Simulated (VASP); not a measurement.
Output of a VASP run:

### OUTCAR
```
 ion  position               nearest neighbor table
   1  0.107  0.893  0.929-   3 2.24   3 2.24   4 2.26
   2  0.393  0.607  0.429-   4 2.24   4 2.24   3 2.26
   3  0.607  0.393  0.571-   1 2.24   1 2.24   2 2.26
   4  0.893  0.107  0.071-   2 2.24   2 2.24   1 2.26
  LATTYP: Found a base centered orthorhombic cell.
 ALAT       =     3.3379503830
 B/A-ratio  =     3.0587194127
 C/A-ratio  =     1.2474019530
 Subroutine PRICEL returns:
 Original cell was already a primitive cell.
 Subroutine GETGRP returns: Found  8 space group operations
The static configuration has the point symmetry C_2h.
 The point group associated with its full space group is D_2h.
The dynamic configuration has the point symmetry C_2h.
 Subroutine INISYM returns: Found  8 space group operations
 Subroutine IBZKPT returns following result:
 Found    155 irreducible k-points:

 Following reciprocal coordinates:
            Coordinates               Weight
  0.000000  0.000000  0.000000      1.000000
  0.100000  0.000000  0.000000      4.000000
  0.200000  0.000000  0.000000      4.000000
  0.300000  0.000000  0.000000      4.000000
  0.400000 -0.000000  0.000000      4.000000
  0.500000  0.000000  0.000000      2.000000
  0.100000  0.100000  0.000000      2.000000
  0.200000  0.100000  0.000000      4.000000
  0.300000  0.100000  0.000000      4.000000
  0.400000  0.100000  0.000000      4.000000
  0.500000  0.100000  0.000000      4.000000
 -0.400000  0.100000  0.000000      4.000000
 -0.300000  0.100000  0.000000      4.000000
 -0.200000  0.100000  0.000000      4.000000
 -0.100000  0.100000  0.000000      2.000000
  0.200000  0.200000  0.000000      2.000000
  0.300000  0.200000  0.000000      4.000000
  0.400000  0.200000  0.000000      4.000000
  0.500000  0.200000  0.000000      4.000000
 -0.400000  0.200000  0.000000      4.000000
 -0.300000  0.200000  0.000000      4.000000
 -0.200000  0.200000  0.000000      2.000000
  0.300000  0.300000  0.000000      2.000000
  0.400000  0.300000  0.000000      4.000000
  0.500000  0.300000  0.000000      4.000000
 -0.400000  0.300000  0.000000      4.000000
 -0.300000  0.300000  0.000000      2.000000
  0.400000  0.400000  0.000000      2.000000
  0.500000  0.400000  0.000000      4.000000
 -0.400000  0.400000  0.000000      2.000000
  0.500000  0.500000  0.000000      1.000000
  0.000000  0.000000  0.125000      2.000000
  0.100000  0.000000  0.125000      8.000000
  0.200000  0.000000  0.125000      8.000000
  0.300000  0.000000  0.125000      8.000000
  0.400000 -0.000000  0.125000      8.000000
  0.500000  0.000000  0.125000      4.000000
  0.100000  0.100000  0.125000      4.000000
  0.200000  0.100000  0.125000      8.000000
  0.300000  0.100000  0.125000      8.000000
   k-points           NKPTS =    155   k-points in BZ     NKDIM =    155   number of bands    NBANDS=     14
   number of dos      NEDOS =    301   number of ions     NIONS =      4
   total plane-waves  NPLWV =  51200
   dimension x,y,z NGX =    40 NGY =   40 NGZ =   32
   dimension x,y,z NGXF=    80 NGYF=   80 NGZF=   64
   ions per type =               4
   PREC   = accura    normal or accurate (medium, high low for compatibility)
   ISTART =      0    job   : 0-new  1-cont  2-samecut
   ICHARG =      2    charge: 1-file 2-atom 10-const
   ISPIN  =      1    spin polarized calculation?
   LNONCOLLINEAR =      F non collinear calculations
   LSORBIT =      F    spin-orbit coupling
   INIWAV =      1    electr: 0-lowe 1-rand  2-diag
   ENCUT  =  520.0 eV  38.22 Ry    6.18 a.u.   9.99  9.99  7.74*2*pi/ulx,y,z
   NELM   =    100;   NELMIN=  2; NELMDL= -5     # of ELM steps
   EDIFF  = 0.1E-06   stopping-criterion for ELM
   LREAL  =      F    real-space projection
   NLSPLINE    = F    spline interpolate recip. space projectors
   LMAXMIX     =    2 max onsite mixed and CHGCAR
...
```

**OSZICAR**
```
...
   2 F= -.24109538E+02 E0= -.24109515E+02  d E =-.866775E-02
       N       E                     dE             d eps       ncg     rms          rms(c)
DAV:   1    -0.241102372351E+02   -0.69900E-03   -0.13764E-01  4364   0.216E+00    0.222E-01
DAV:   2    -0.241110047256E+02   -0.76749E-03   -0.91614E-03  5900   0.657E-01    0.854E-02
DAV:   3    -0.241109249069E+02    0.79819E-04   -0.14916E-04  5286   0.965E-02    0.633E-02
DAV:   4    -0.241108962549E+02    0.28652E-04   -0.15188E-04  5624   0.755E-02    0.125E-02
DAV:   5    -0.241108966625E+02   -0.40752E-06   -0.30078E-05  5112   0.374E-02    0.141E-02
DAV:   6    -0.241108966360E+02    0.26502E-07   -0.11646E-06  5534   0.757E-03    0.649E-03
DAV:   7    -0.241108966054E+02    0.30517E-07   -0.10389E-07  3156   0.242E-03
   3 F= -.24110897E+02 E0= -.24110872E+02  d E =-.100262E-01
       N       E                     dE             d eps       ncg     rms          rms(c)
DAV:   1    -0.241130712126E+02   -0.21746E-02   -0.12389E-01  4586   0.207E+00    0.235E-01
DAV:   2    -0.241130583597E+02    0.12853E-04   -0.80731E-03  5818   0.635E-01    0.878E-02
DAV:   3    -0.241128764679E+02    0.18189E-03   -0.51219E-04  5628   0.148E-01    0.427E-02
DAV:   4    -0.241128494457E+02    0.27022E-04   -0.11315E-04  5892   0.645E-02    0.132E-02
DAV:   5    -0.241128480531E+02    0.13926E-05   -0.63718E-06  5234   0.174E-02    0.756E-03
DAV:   6    -0.241128479812E+02    0.71869E-07   -0.65656E-07  5606   0.526E-03
   4 F= -.24112848E+02 E0= -.24112826E+02  d E =-.195138E-02
       N       E                     dE             d eps       ncg     rms          rms(c)
DAV:   1    -0.241128687014E+02   -0.20648E-04   -0.12732E-03  4664   0.210E-01    0.234E-02
DAV:   2    -0.241128684879E+02    0.21346E-06   -0.81952E-05  5818   0.641E-02    0.887E-03
DAV:   3    -0.241128666111E+02    0.18768E-05   -0.53030E-06  5622   0.150E-02    0.435E-03
DAV:   4    -0.241128663420E+02    0.26906E-06   -0.11606E-06  5812   0.654E-03    0.136E-03
DAV:   5    -0.241128663272E+02    0.14814E-07   -0.57609E-08  2896   0.174E-03
   5 F= -.24112866E+02 E0= -.24112846E+02  d E =-.196972E-02
       N       E                     dE             d eps       ncg     rms          rms(c)
DAV:   1    -0.241138868384E+02   -0.10205E-02   -0.49905E-02  4592   0.135E+00    0.214E-01
DAV:   2    -0.241134433177E+02    0.44352E-03   -0.30160E-03  5738   0.397E-01    0.758E-02
DAV:   3    -0.241131652006E+02    0.27812E-03   -0.44172E-04  5302   0.139E-01    0.344E-02
DAV:   4    -0.241131335447E+02    0.31656E-04   -0.16339E-04  5672   0.793E-02    0.786E-03
DAV:   5    -0.241131333137E+02    0.23105E-06   -0.13020E-05  5282   0.258E-02    0.884E-03
DAV:   6    -0.241131333050E+02    0.86391E-08   -0.91415E-07  5678   0.661E-03
   6 F= -.24113133E+02 E0= -.24113077E+02  d E =-.266978E-03
       N       E                     dE             d eps       ncg     rms          rms(c)
DAV:   1    -0.241132096896E+02   -0.76376E-04   -0.29950E-03  4592   0.331E-01    0.514E-02
DAV:   2    -0.241131826910E+02    0.26999E-04   -0.18149E-04  5738   0.975E-02    0.188E-02
DAV:   3    -0.241131659441E+02    0.16747E-04   -0.26545E-05  5296   0.340E-02    0.868E-03
DAV:   4    -0.241131640004E+02    0.19438E-05   -0.98676E-06  5708   0.195E-02    0.190E-03
DAV:   5    -0.241131639878E+02    0.12533E-07   -0.78014E-07  4982   0.632E-03
   7 F= -.24113164E+02 E0= -.24113115E+02  d E =-.297661E-03
```

### OUTCAR
```
------------------------ aborting loop because EDIFF is reached ----------------------------------------
  FORCE on cell =-STRESS in cart. coord.  units (eV):
  Direction    XX          YY          ZZ          XY          YZ          ZX
  --------------------------------------------------------------------------------------
  Total       -0.2648100     -0.2766647     -0.2467005      0.0000000      0.0000000      0.0000000
  in kB       -5.9798356     -6.2475331     -5.5708949      0.0000000      0.0000000      0.0000000
  external PRESSURE =      -5.9327545 kB  Pullay stress =       0.0000000 kB
  volume of cell :       70.95
      direct lattice vectors                 reciprocal lattice vectors
     1.651527439 -5.132311104  0.000000000     0.302750041 -0.097421998  0.000000000
     1.651527439  5.132311104 -0.000000000     0.302750041  0.097421998 -0.000000000
     0.000000000  0.000000000  4.185303249     0.000000000  0.000000000  0.238931313
 POSITION                                       TOTAL-FORCE (eV/Angst)
 -----------------------------------------------------------------------------------
      1.65153      4.05476      3.87669         0.000000     -0.002378     -0.002846
      1.65153      1.07756      1.78404         0.000000      0.002378     -0.002846
      1.65153     -1.07756      2.40126         0.000000     -0.002378      0.002846
      1.65153     -4.05476      0.30861         0.000000      0.002378      0.002846
 -----------------------------------------------------------------------------------
    total drift:                                0.000000      0.000000     -0.000000
  FREE ENERGIE OF THE ION-ELECTRON SYSTEM (eV)
  ---------------------------------------------------
  free  energy   TOTEN  =       -24.1131639878 eV

  energy  without entropy=      -24.1130166869  energy(sigma->0) =      -24.11311489

 reached required accuracy - stopping structural energy minimisation
```
(Selected blocks of OUTCAR.)

File POSCAR:
```
P
1
    1.6689751915    -5.1049268175     0.0000000000
    1.6689751915     5.1049268175     0.0000000000
    0.0000000000     0.0000000000     4.1637658267
P
4
Direct
  0.1068332863   0.8931667137   0.9288974609
  0.3931667137   0.6068332863   0.4288974609
  0.6068332863   0.3931667137   0.5711025391
  0.8931667137   0.1068332863   0.0711025391
```

Reconstruct the remaining input files.

Several could match; the one computed here: the input of the run itself, LDA (Ceperley-Alder, Perdew-Zunger), plane waves, VASP's LDA PAW potentials (set 64).

### KPOINTS
```
Regular mesh
0
G
 10 10 8
0 0 0
```

**INCAR**
```
SYSTEM  =  P
PREC  =  Accurate; ENCUT  =  520; LREAL  =  .False.
LASPH  =  .True.
EDIFF  =  1E-7; NELM  =  100; ALGO  =  Normal
ISMEAR  =  1; SIGMA  =  0.1
IBRION  =  2; NSW  =  30; ISIF  =  4
EDIFFG  =  -0.01
LWAVE  =  .False.; LCHARG  =  .False.
```

POTCAR, in this order: P (LDA.64 set). Program: vasp_std.

The compound is P in the black structure. This cell is one point of a volume scan, at 1.03 of the reference volume. Symmetry was kept, so distortions that lower it aren't found.
